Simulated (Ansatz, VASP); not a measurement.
**La: VASP beside Ansatz**

Wanted: the spread between two codes on one cell, functional and k mesh. The start cell is built, not measured: As first built, before any earlier steps moved the atoms (in the runner's words): it takes the Gd structure with all of its atoms replaced by other elements, volume scaled by an estimate. The cell is taken from a series of VASP runs on this material, whose earlier steps may have relaxed, scaled or displaced it; both programs get it as it stands.

Main program and level: Ansatz 0.2.0; plane waves, with VASP 6.6.1 beside it; relaxation of cell and atoms at LDA.

## 1. The structure

Symmetry: P6_3/mmc, No. 194, hexagonal system. The conventional cell has a = 3.595 Å, b = 3.595 Å, c = 5.768 Å, α = 90.00°, β = 90.00°, γ = 120.00°. La has 12 La at 3.55 to 3.59 Å nearest. As first built, before any earlier steps moved the atoms (in the runner's words): sites of the Gd structure (space group 194) filled with other elements, volume scaled by an estimate.

## 2. Ansatz: relaxation of cell and atoms, LDA

Ansatz runs on its default PAW (the set named soft_2) files.

The relaxed volume is the usual yardstick between codes: its relative difference is about their pressure difference at one cell divided by the bulk modulus.

Input file input.yaml:

```yaml
crystal:
  lattice:
    - [3.59456898, 0.0, 0.0]
    - [-1.79728449, 3.11298805, 0.0]
    - [0.0, 0.0, 5.76785491]
  atoms:
    - { symbol: La, position: [0.333333333, 0.666666667, 0.25] }
    - { symbol: La, position: [0.666666667, 0.333333333, 0.75] }
hamiltonian:
  xc: lda
  pseudopotentials: { kind: paw }
kpoints:
  mp_grid: { grid: [6, 6, 4] }
scf:
  occupations: { method: methfessel_paxton, width: 0.2 }
relax:
  f_tol: 0.01
  max_steps: 60
  cell: { stress_tol: 0.05 }
output:
  forces: true
  stress: true
```

Started as:

```bash
ansatz run input.yaml --threads 4 --pin off --max-ram 9216MiB --backend cpu --events-out ev --progress --plain --runs-dir out
```

Numbers of over 12 decimals in the logs are rounded to 6 here.

Log:

```text
Engine: ansatz 0.2.0, aarch64-unknown-linux-gnu
Pseudopotentials: kind: paw
Pseudopotential: La, paw, valence charge 11, recommended cutoff 420 eV (normal), La.paw.azcp
Functional definition: SPW92
  exchange = slater_x
  correlation = pw_c
Crystal: 2 atoms, lattice volume = 64.541 Å³
Basis set: ecut = 420 eV, 1243 PW (Γ)
Bands: 15, of which v1, the nominal top of the filled ones, is band 11 counted from 1 (10 counted from 0)
Symmetry: 24 space group operations
Space group: P63/mmc (ITA 194), of the structure as read, at distance tolerance 4.0e-5 Å
k-points: 21 of 144
Non-local potential: La, projectors of the file, l = 0: 3, l = 1: 2, l = 2: 2, l = 3: 3
PAW form: soft (Blöchl's): semilocal exchange-correlation on the pseudo side does not see the compensation charge
PAW frozen core: La, regenerated for the run's functional, and the local potential with it (the file was generated under x = pbe(κ = 0.804, μ = 0.219515), c = pbe(β = 0.066725))
PAW one-centre angular grid: La, 590 points (default); XC on 64 Gauss nodes
Initial density: superposition of atomic densities (neutral atoms: chi_scale 0, normalization atom), corrected by the library's trained network
Initial wavefunctions: pseudopotential atomic-orbital guess
Functional: x = slater, c = lda
SCF iter   1: F=—  HF=-12152.209038 eV  |F-HF|=—  |Δ(HF+E_count)|=         —  Δρ=5.03e-3  dr2=1.00e-2  ethr=1.77e-3  ⟨swp⟩=4.9  Hψ=1499  notcnv=0
preconditioner: auto → none  [insulator: Δε(μ)=0.189 eV  Ē_g=12.044 eV  σ=0.200 eV  W_gap=0.53  n_scr=10 (ndim 8)  ℏωp=19.6 eV  f_vac=0.000  D(μ)=3.96/eV (n_scr^D=36)  ε∞_Penn≈3.7]
SCF iter   2: F=—  HF=-12152.205832 eV  |F-HF|=—  |Δ(HF+E_count)|=   3.21e-3  S|Δr|=    0.00e0  Δρ=1.89e-3  dr2=9.88e-4  ethr=4.56e-5  ⟨swp⟩=2.7  Hψ=818  notcnv=0  defer=1
SCF iter   3: F=—  HF=-12152.205958 eV  |F-HF|=—  |Δ(HF+E_count)|=   1.26e-4  S|Δr|=    0.00e0  Δρ=7.68e-4  dr2=1.47e-4  ethr=4.49e-6  ⟨swp⟩=1.6  Hψ=360  notcnv=0  defer=1
SCF iter   4: F=—  HF=-12152.205993 eV  |F-HF|=—  |Δ(HF+E_count)|=   3.49e-5  S|Δr|=    0.00e0  Δρ=4.23e-5  dr2=6.23e-7  ethr=6.70e-7  ⟨swp⟩=1.5  Hψ=347  notcnv=0  defer=1
SCF iter   5: F=—  HF=-12152.205992 eV  |F-HF|=—  |Δ(HF+E_count)|=   8.49e-7  S|Δr|=    0.00e0  Δρ=8.81e-6  dr2=2.89e-8  ethr=4.55e-10  ⟨swp⟩=5.0  Hψ=1279  notcnv=0
SCF iter   6: F=-12152.205992 eV  HF=-12152.205992 eV  |F-HF|=1.33e-10  |Δ(HF+E_count)|=   2.94e-9  S|Δr|=    0.00e0  Δρ=8.70e-7  dr2=3.66e-10  ethr=1.31e-10  ⟨swp⟩=2.0  Hψ=1003  notcnv=0
SCF 1 converged in 6 iterations: F = -12152.205992 eV  dr2 = 3.66e-10
  greatest PAW one-centre occupation: 0.974 electrons in one spin orbital (limit 2), on the La atom at site 1 (counted from 0), in its partial waves of l = 0
relax step   1: F+E_penalty+E_count = -12152.20599187 eV  Δ(F+E_penalty+E_count) = +0.000e0 eV  max|allowed force component| = 5.782e-18 eV/Å  Δτ_max = 0.0000 Å  P = +0.028 GPa  Ω = 64.541 Å³  (6 SCF iters, dr2 threshold 1.00e-7 eV, accepted)
[...]
relax step   2: F+E_penalty+E_count = -12152.20862980 eV  Δ(F+E_penalty+E_count) = -2.638e-3 eV  max|allowed force component| = 6.361e-18 eV/Å  Δτ_max = 0.0000 Å  P = -0.030 GPa  Ω = 64.586 Å³  energy of the carried Pulay correction = -1.178e-6 eV  (4 SCF iters, dr2 threshold 2.00e-7 eV, accepted)
[...]
relax step   3: F+E_penalty+E_count = -12152.20970678 eV  Δ(F+E_penalty+E_count) = -1.077e-3 eV  max|allowed force component| = 5.551e-17 eV/Å  Δτ_max = 0.0000 Å  P = +0.059 GPa  Ω = 64.228 Å³  energy of the carried Pulay correction = +8.595e-6 eV  (5 SCF iters, dr2 threshold 2.00e-7 eV, accepted)
[...]
relax step   4: F+E_penalty+E_count = -12152.20973316 eV  Δ(F+E_penalty+E_count) = -2.638e-5 eV  max|allowed force component| = 5.782e-18 eV/Å  Δτ_max = 0.0000 Å  P = -0.017 GPa  Ω = 64.441 Å³  energy of the carried Pulay correction = +2.800e-6 eV  (4 SCF iters, dr2 threshold 1.22e-8 eV, accepted)
[...]
relax step   5: F+E_penalty+E_count = -12152.20974190 eV  Δ(F+E_penalty+E_count) = -8.735e-6 eV  max|allowed force component| = 1.041e-17 eV/Å  Δτ_max = 0.0000 Å  P = -0.016 GPa  Ω = 64.441 Å³  stress off target by 2.58e-2 GPa  SCF on the basis re-selected at this cell (its energy is not comparable with the rows above)  (4 SCF iters)
basis re-selected at this cell: Δ(F+E_penalty+E_count) = -8.735e-6 eV, ΔP = +0.001 GPa vs the last step (what re-selecting the basis moved, of the pressure what is left beyond the Pulay correction that the steps carried, after the strain that the cell walked since its last selection, with what the two solves' SCF thresholds leave and, on support functions, any second-order correction that the steps lacked; it is no measure of the basis error at this ecutwfc). The dense FFT grid was sized anew with the basis: this SCF ran on 24×24×40 points, the steps before it on 25×25×40, so part of this shift can come from that change (see relax.cell in the input reference). [rest of the remark cut]
SCF converged after 4 iterations
Stability not checked: this state was not tested for a lower state beside it, because cold or Methfessel-Paxton smearing, or corrected tetrahedra, fill the levels in a way that the test cannot read (fill_not_monotonic; see scf.lower_state_search)
Free energy (F): -12152.209742 eV
Harris-Foulkes:  -12152.209742 eV  (|F-HF|=5.46e-12)
Internal energy: -12152.209090 eV  (E = F + TS)
E sigma→0 (E₀):  -12152.209579 eV
Entropy (-TS):   -0.000652 eV (-0.326 meV/atom)
Fermi energy:    12.616619 eV
--- Per-component energies (eV) ---
  E_band       = -50.392453
  E_kinetic    = 391.232495
  E_local      = -579.911113  (includes V_loc(G=0)·N_el)
  E_nonlocal   = 197.691792
  E_hartree    = 185.536105
  E_xc         = -278.765400
  E_vxc        = -297.560405  (∫ρ·V_xc dr)
  E_paw        = -10487.228116  (= ΣΔE_a)
  E_vpaw       = -132.917454  (= ΣTr[D̂ρ^β])
  E_aug_tail   = -0.000000  (compensation charges beyond the density's cutoff)
  E_ewald      = -1581.410285
  E_core_change = 0.645433  (= ΣΔE_core)
  E_smearing   = -0.000652  (= −TS)
  E_closure    = -0.000000  (closes the sum)
  Σ components = -12152.209742   (vs F -12152.209742, Δ=0.00e0)
--- Forces (eV/Å), atoms counted from 1 ---
  atom   1  La     0.00000000     0.00000000     0.00000000
  atom   2  La    -0.00000000    -0.00000000    -0.00000000
  max |Σ_I F_I| component: 2.31e-18 eV/Å
--- Stress (GPa, compression-positive) ---
       -0.011128       0.000000      -0.000000
       -0.000000      -0.011128       0.000000
       -0.000000       0.000000      -0.025795
  P = ⅓ Tr σ = -0.0160 GPa (-0.160 kbar)
--- Relaxed structure (4 steps of the walk, 4 accepted, 1 SCFs on fresh bases) ---
  F+E_penalty+E_count = -12152.20974190 eV   max|allowed force component| = 1.041e-17 eV/Å   (the final SCF, on the basis selected at the relaxed cell)
  cell:  # Å, volume = 64.4411 Å³
    - [3.560154, 0, 0]
    - [-1.780077, 3.083184, 0]
    - [0, 0, 5.870770]
  atoms:
    - { symbol: La, position: [0.333333, 0.666667, 0.25] }
    - { symbol: La, position: [0.666667, 0.333333, 0.75] }
```

Elapsed: 2.1 s, on 4 threads of Arm Neoverse V2, shared host; peak memory 0.34 GiB; 5.7 s of CPU time.

## 3. VASP: relaxation of cell and atoms, LDA

The same cell, functional (in two slightly different forms), mesh and smearing now go to VASP, with its own data sets and cutoff.

Lines of VASP's logs that name or quote its potential files are left out, and so is its time.

Input file INCAR:

```
SYSTEM = La
PREC = Accurate
ENCUT = 400
EDIFF = 1E-06
NELM = 100
ISMEAR = 1
SIGMA = 0.2
LREAL = .FALSE.
ALGO = Normal
GGA = CA
LORBIT = 11
LWAVE = .FALSE.
LCHARG = .FALSE.
IBRION = 2
NSW = 60
ISIF = 3
EDIFFG = -0.01
```

Input file POSCAR:

```
La
1.0
    3.5945689800      0.0000000000      0.0000000000
   -1.7972844900      3.1129880500      0.0000000000
    0.0000000000      0.0000000000      5.7678549100
La
2
Direct
    0.3333333330      0.6666666670      0.2500000000
    0.6666666670      0.3333333330      0.7500000000
```

Input file KPOINTS:

```
Automatic mesh
0
Gamma
6 6 4
0 0 0
```

The projector-augmented-wave data sets are La (LDA family, release 64).

Started as:

```bash
mpirun -np 1 vasp_std
```

Log:

```text
[banner, memory and clock lines left out]
running    1 mpi-ranks, on    1 nodes
 distrk:  each k-point on    1 cores,    1 groups
 distr:  one band on    1 cores,    1 groups

 POSCAR found type information on POSCAR La
 POSCAR found :  1 types and       2 ions
 LDA part: xc-table for (Slater(with rela. corr.)+CA(PZ))
 , standard interpolation
 POSCAR, INCAR and KPOINTS ok, starting setup
 FFT: planning ... GRIDC
 FFT: planning ... GRID_SOFT
 FFT: planning ... GRID
 WAVECAR not read
 entering main loop
       N       E                     dE             d eps       ncg     rms          rms(c)
DAV:   1     0.224205160749E+03    0.22421E+03   -0.70981E+03   630   0.172E+03
DAV:   2     0.209203346952E+02   -0.20328E+03   -0.20183E+03   966   0.349E+02
DAV:   3    -0.720165017406E+01   -0.28122E+02   -0.27795E+02  1100   0.146E+02
DAV:   4    -0.108259031264E+02   -0.36243E+01   -0.35563E+01  1253   0.435E+01
DAV:   5    -0.111231043919E+02   -0.29720E+00   -0.29547E+00  1044   0.120E+01    0.399E+00
DAV:   6    -0.111010790037E+02    0.22025E-01   -0.44044E-01  1260   0.549E+00    0.204E+00
DAV:   7    -0.110740737653E+02    0.27005E-01   -0.43000E-02  1172   0.154E+00    0.548E-01
DAV:   8    -0.110720771205E+02    0.19966E-02   -0.49546E-03  1260   0.532E-01    0.853E-02
DAV:   9    -0.110721724862E+02   -0.95366E-04   -0.58241E-04  1244   0.197E-01    0.399E-02
DAV:  10    -0.110721821258E+02   -0.96395E-05   -0.41415E-05  1204   0.436E-02    0.328E-02
DAV:  11    -0.110721842625E+02   -0.21367E-05   -0.11038E-05   948   0.412E-02    0.896E-03
DAV:  12    -0.110721844404E+02   -0.17793E-06   -0.88198E-07   756   0.231E-02
   1 F= -.11072184E+02 E0= -.11072240E+02  d E =-.110722E+02
[...]
2 F= -.11074633E+02 E0= -.11074765E+02  d E =-.244857E-02
[...]
3 F= -.11076273E+02 E0= -.11076518E+02  d E =-.408853E-02
 curvature:  -1.33 expect dE=-0.768E-04 dE for cont linesearch -0.768E-04
 ZBRENT: extrapolating
 opt :   2.7980  next Energy=   -11.076354 (dE=-0.417E-02)
 bond charge predicted
       N       E                     dE             d eps       ncg     rms          rms(c)
DAV:   1    -0.110781286526E+02   -0.18557E-02   -0.11468E-01  1046   0.756E+00    0.189E-01
DAV:   2    -0.110767570276E+02    0.13716E-02   -0.39395E-03  1085   0.703E-01    0.936E-02
DAV:   3    -0.110763562035E+02    0.40082E-03   -0.21182E-03  1204   0.528E-01    0.236E-02
DAV:   4    -0.110763551796E+02    0.10239E-05   -0.92258E-05  1125   0.104E-01    0.137E-02
DAV:   5    -0.110763558726E+02   -0.69306E-06   -0.59226E-06   844   0.258E-02
   4 F= -.11076356E+02 E0= -.11076632E+02  d E =-.417143E-02
 curvature:  -1.40 expect dE=-0.156E-04 dE for cont linesearch -0.128E-04
 trial: gam= 0.00000 g(F)=  0.248E-44 g(S)=  0.111E-04 ort =-0.165E-03 (trialstep = 0.136E+01)
 search vector abs. value=  0.111E-04
 reached required accuracy - stopping structural energy minimisation
```

OUTCAR, selected parts (step 3):

```text
ion  position               nearest neighbor table
   1  0.333  0.667  0.250-   2 3.55   2 3.55   2 3.55   2 3.55   2 3.55   2 3.55
   2  0.667  0.333  0.750-   1 3.55   1 3.55   1 3.55   1 3.55   1 3.55   1 3.55

  LATTYP: Found a hexagonal cell.
 ALAT       =     3.5945689800
 C/A-ratio  =     1.6046026497

 Subroutine GETGRP returns: Found 24 space group operations
 (whereof 12 operations were pure point group operations)

The static configuration has the point symmetry D_3d.
 The point group associated with its full space group is D_6h.

 Found     21 irreducible k-points:

   k-points           NKPTS =     21   k-points in BZ     NKDIM =     21   number of bands    NBANDS=     15

   dimension x,y,z NGX =    24 NGY =   24 NGZ =   40
   dimension x,y,z NGXF=    48 NGYF=   48 NGZF=   80

   ENCUT  =  400.0 eV  29.40 Ry    5.42 a.u.   5.86  5.86  9.41*2*pi/ulx,y,z

   NELECT =      22.0000    total number of electrons

 k-points in reciprocal lattice and weights: Automatic mesh
   0.00000000  0.00000000  0.00000000       0.007
   0.16666667 -0.00000000  0.00000000       0.042
   0.33333333 -0.00000000  0.00000000       0.042
   0.50000000  0.00000000  0.00000000       0.021
   0.16666667  0.16666667  0.00000000       0.042
   0.33333333  0.16666667  0.00000000       0.083
   0.33333333  0.33333333  0.00000000       0.014
   0.00000000  0.00000000  0.25000000       0.014
   0.16666667 -0.00000000  0.25000000       0.083
[...]
0.33333333  0.16666667  0.50000000       0.083
   0.33333333  0.33333333  0.50000000       0.014

 average (electrostatic) potential at core
       1 -94.6260       2 -94.6260

 E-fermi :   9.0908

 k-point     1 :       0.0000    0.0000    0.0000
  band No.  band energies     occupation
    ...
      6      -6.0530      2.00000
      7      -6.0384      2.00000
      8      -6.0384      2.00000
      9       6.1510      2.00000
     10       7.2660      2.00000
     11      10.1383     -0.00000
     12      10.5885     -0.00000
     13      10.5885     -0.00000
     14      10.7038     -0.00000
     15      10.7844     -0.00000

 k-point     2 :       0.1667   -0.0000    0.0000
  band No.  band energies     occupation
    ...
      6      -6.4315      2.00000
      7      -6.1174      2.00000
      8      -6.1032      2.00000
      9       6.9723      2.00000
     10       7.9444      2.00000
     11       9.3568     -0.06795
     12       9.9773     -0.00000
     13      10.1843     -0.00000
     14      10.5631     -0.00000
     15      10.8197     -0.00000

 k-point     3 :       0.3333   -0.0000    0.0000
  band No.  band energies     occupation
    ...
      7      -6.3295      2.00000
      8      -6.2481      2.00000
      9       7.5442      2.00000
     10       7.9913      2.00000
     11       8.4027      2.00001
     12      10.0827     -0.00000
     13      10.3904     -0.00000
     14      10.6528     -0.00000
     15      10.6790     -0.00000

  Total        0.0143147      0.0143147     -0.0071345      0.0000000      0.0000000      0.0000000
  in kB        0.3580973      0.3580973     -0.1784755      0.0000000      0.0000000      0.0000000
  external PRESSURE =       0.1792397 kB  Pullay stress =       0.0000000 kB

  energy-cutoff  :      400.00
  volume of cell :       64.05
      direct lattice vectors                 reciprocal lattice vectors
     3.551547531  0.000000000  0.000000000     0.281567399  0.162563014 -0.000000000
    -1.775773766  3.075730383 -0.000000000     0.000000000  0.325126027 -0.000000000
     0.000000000  0.000000000  5.863098331     0.000000000  0.000000000  0.170558286

 POSITION                                       TOTAL-FORCE (eV/Angst)
 -----------------------------------------------------------------------------------
     -0.00000      2.05049      1.46577         0.000000     -0.000000      0.000000
      1.77577      1.02524      4.39732        -0.000000      0.000000      0.000000
 -----------------------------------------------------------------------------------
    total drift:                               -0.000001      0.000000     -0.000000

  FREE ENERGIE OF THE ION-ELECTRON SYSTEM (eV)
  ---------------------------------------------------
  free  energy   TOTEN  =       -11.0763558726 eV

  energy  without entropy=      -11.0771845599  energy(sigma->0) =      -11.07663210

 reached required accuracy - stopping structural energy minimisation

 total charge
# of ion       s       p       d       f       tot
--------------------------------------------------
    1        2.091   5.517   1.018   0.128   8.754
    2        2.091   5.517   1.018   0.128   8.754
--------------------------------------------------
tot          4.181  11.033   2.036   0.257  17.507

[... 3 further parts left out ...]
```

CONTCAR:

```
La
   1.00000000000000
     3.5515475314967944    0.0000000000000000    0.0000000000000000
    -1.7757737657483972    3.0757303827724773   -0.0000000000000000
     0.0000000000000000    0.0000000000000000    5.8630983305869284
  La
     2
Direct
     0.3333333329999988    0.6666666670000012    0.2500000000000000
     0.6666666670000012    0.3333333329999988    0.7500000000000000
```

## 4. Comparison

Known differences besides the potentials themselves: the two LDA forms differ slightly; both relaxations stop at a tolerance, which leaves soft axes loose, and VASP keeps its plane-wave basis; the cutoff is 420 eV in Ansatz and 400 eV in VASP; VASP's log shows a relativistic correction to its local exchange, Ansatz's none; Ansatz adds a Pulay correction to the stress that steers its cell, VASP none. Total energies have different zeros and are not compared.

The two programs side by side:

```
                                         quantity  Ansatz   VASP  difference
                                      volume (Å³)   64.44  64.05     +0.62 %
edge a after relaxation, in the typed setting (Å)   3.560  3.551     +0.24 %
edge c after relaxation, in the typed setting (Å)   5.871  5.863     +0.13 %
```

The walks stopped with -0.02 GPa left in Ansatz and 0.02 GPa in VASP; each walk ends within a tolerance, so the volume difference is uncertain by about these residues over the bulk modulus, most in soft cells.

## 5. What came out

| Property | Result |
| --- | --- |
| difference in volume (relaxation of cell and atoms, LDA) | 0.62 % |

What this shows: The difference in volume is 0.62 % (relaxation of cell and atoms, LDA), within the 1.2 % picked in this series as the mark of a large difference, as far as the stopping tolerances let one tell. Such differences can come from data sets, numerical settings and the points named under the comparisons, not from the functional's error against experiment.

[Lines on the potential files, build, host, timing and source positions are cut from VASP's logs without a mark.]

[Logs are printed without paths, hosts, clocks, repeated set-up lines and the standing remarks that a program may print on its own settings, such as how far it seeks lower states.]

[Hosts, paths, dates, database ids (printed as entryN), source tags and the programs' standing remarks are cut or masked in the printed files.]
